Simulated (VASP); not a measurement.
These are r2SCAN meta-GGA, VASP's PBE PAW potentials (set 64) (plane waves; VASP) values and carry that method's errors.

Input for VASP

**INCAR**
```
! general
SYSTEM  = KCl
PREC    = Accurate
ENCUT   = 520
LREAL   = .False.
LASPH   = .True.

! electronic loop
EDIFF   = 1E-7
NELM    = 100
ALGO    = Normal
LMIXTAU = .True.

! smearing
ISMEAR  = 0
SIGMA   = 0.05

! functional
METAGGA = R2SCAN

! ions
ISIF    = 2

! output
LWAVE   = .False.
LCHARG  = .False.
```

File KPOINTS:
```
Automatic mesh
0
Gamma
7 7 7
0 0 0
```

### POSCAR
```
KCl
1
    0.0000000000     3.1761406391     3.1761406391
    3.1761406391     0.0000000000     3.1761406391
    3.1761406391     3.1761406391     0.0000000000
K Cl
1 1
Direct
  0.0000000000   0.0000000000   0.0000000000
  0.5000000000   0.5000000000   0.5000000000
```

POTCAR, in this order: K_sv Cl (PBE.64 set). Program: vasp_std.

The resulting files:

**OSZICAR**
```
       N       E                     dE             d eps       ncg     rms          rms(c)
DAV:   1     0.898090200806E+02    0.89809E+02   -0.73796E+03   480   0.121E+03
DAV:   2    -0.148922327625E+02   -0.10470E+03   -0.97913E+02   660   0.280E+02
DAV:   3    -0.204928491429E+02   -0.56006E+01   -0.55721E+01   608   0.603E+01
DAV:   4    -0.206874319125E+02   -0.19458E+00   -0.19429E+00   860   0.989E+00
DAV:   5    -0.206885241664E+02   -0.10923E-02   -0.10922E-02   620   0.808E-01    0.330E+00
DAV:   6    -0.167210064327E+02    0.39675E+01   -0.16181E+00   712   0.135E+01    0.301E+00
DAV:   7    -0.161394299047E+02    0.58158E+00   -0.36961E-01   856   0.719E+00    0.816E-01
DAV:   8    -0.173241024362E+02   -0.11847E+01   -0.45341E-01   508   0.594E+00    0.124E+00
DAV:   9    -0.163836980383E+02    0.94040E+00   -0.18056E-01   488   0.461E+00    0.888E-01
DAV:  10    -0.164747778189E+02   -0.91080E-01   -0.24506E-01   488   0.556E+00    0.282E-01
DAV:  11    -0.164858387536E+02   -0.11061E-01   -0.14078E-02   536   0.178E+00    0.241E-01
DAV:  12    -0.164695870138E+02    0.16252E-01   -0.15567E-02   496   0.180E+00    0.274E-01
DAV:  13    -0.164739205557E+02   -0.43335E-02   -0.15711E-02   480   0.170E+00    0.103E-01
DAV:  14    -0.164977763565E+02   -0.23856E-01   -0.49355E-03   480   0.101E+00    0.855E-02
DAV:  15    -0.164976315469E+02    0.14481E-03   -0.37023E-04   640   0.254E-01    0.123E-01
DAV:  16    -0.165039372460E+02   -0.63057E-02   -0.38497E-03   480   0.827E-01    0.372E-02
DAV:  17    -0.165040181474E+02   -0.80901E-04   -0.11341E-04   568   0.118E-01    0.231E-02
DAV:  18    -0.165040125347E+02    0.56127E-05   -0.96136E-06   600   0.425E-02    0.165E-02
DAV:  19    -0.165040350863E+02   -0.22552E-04   -0.60270E-06   568   0.360E-02    0.129E-02
DAV:  20    -0.165040375068E+02   -0.24205E-05   -0.20392E-06   608   0.161E-02    0.102E-03
DAV:  21    -0.165040383760E+02   -0.86914E-06   -0.39892E-07   592   0.940E-03    0.827E-04
DAV:  22    -0.165040388027E+02   -0.42673E-06   -0.18784E-07   552   0.552E-03    0.669E-04
DAV:  23    -0.165040386763E+02    0.12639E-06   -0.33243E-08   412   0.265E-03    0.633E-04
DAV:  24    -0.165040391844E+02   -0.50807E-06   -0.11730E-07   392   0.520E-03    0.219E-04
DAV:  25    -0.165040391406E+02    0.43769E-07   -0.73875E-09   416   0.113E-03
   1 F= -.16504039E+02 E0= -.16504039E+02  d E =-.280871E-21
```

File OUTCAR:
```
------------------------ aborting loop because EDIFF is reached ----------------------------------------
  FORCE on cell =-STRESS in cart. coord.  units (eV):
  Direction    XX          YY          ZZ          XY          YZ          ZX
  --------------------------------------------------------------------------------------
  Total       -0.2126471     -0.2126471     -0.2126471      0.0000000      0.0000000      0.0000000
  in kB       -5.3166847     -5.3166847     -5.3166847      0.0000000      0.0000000      0.0000000
  external PRESSURE =      -5.3166847 kB  Pullay stress =       0.0000000 kB
  volume of cell :       64.08
      direct lattice vectors                 reciprocal lattice vectors
     0.000000000  3.176140639  3.176140639    -0.157423759  0.157423759  0.157423759
     3.176140639  0.000000000  3.176140639     0.157423759 -0.157423759  0.157423759
     3.176140639  3.176140639  0.000000000     0.157423759  0.157423759 -0.157423759
  FREE ENERGIE OF THE ION-ELECTRON SYSTEM (eV)
  ---------------------------------------------------
  free  energy   TOTEN  =       -16.5040391406 eV

  energy  without entropy=      -16.5040391406  energy(sigma->0) =      -16.50403914
```
(Selected blocks of OUTCAR.)

### OUTCAR
```
 val. band max:       -2.3728133530   @ k =   0.0000   0.0000   0.0000

 cond. band min:       3.3587319195   @ k =   0.0000   0.0000   0.0000


 Fermi energy:        -2.0514221747

 k-point     1 :       0.0000    0.0000    0.0000
  band No.  band energies     occupation
      1     -30.7118      2.00000
      2     -15.0115      2.00000
      3     -13.4022      2.00000
      4     -13.4022      2.00000
      5     -13.4022      2.00000
      6      -2.3728      2.00000
      7      -2.3728      2.00000
      8      -2.3728      2.00000
      9       3.3587      0.00000
     10       6.6480      0.00000
     11       6.6480      0.00000
     12       6.6480      0.00000

 k-point     2 :       0.1429    0.0000    0.0000
  band No.  band energies     occupation
      1     -30.7101      2.00000
      2     -15.0425      2.00000
      3     -13.4037      2.00000
      4     -13.4037      2.00000
      5     -13.3610      2.00000
      6      -2.5960      2.00000
      7      -2.4321      2.00000
      8      -2.4321      2.00000
      9       3.8256      0.00000
     10       6.4618      0.00000
     11       6.9061      0.00000
     12       6.9061      0.00000

 k-point     3 :       0.2857    0.0000    0.0000
  band No.  band energies     occupation
      1     -30.7064      2.00000
      2     -15.1072      2.00000
      3     -13.4069      2.00000
      4     -13.4069      2.00000
      5     -13.2729      2.00000
      6      -3.0284      2.00000
      7      -2.5601      2.00000
      8      -2.5601      2.00000
      9       4.8547      0.00000
     10       6.3603      0.00000
     11       7.6290      0.00000
     12       7.6290      0.00000

 k-point     4 :       0.4286    0.0000    0.0000
  band No.  band energies     occupation
      1     -30.7033      2.00000
      2     -15.1552      2.00000
      3     -13.4095      2.00000
      4     -13.4095      2.00000
      5     -13.2059      2.00000
      6      -3.3283      2.00000
...
```

The compound is KCl in the rock salt structure. This cell is one point of a volume scan, at 1.03 of the reference volume.
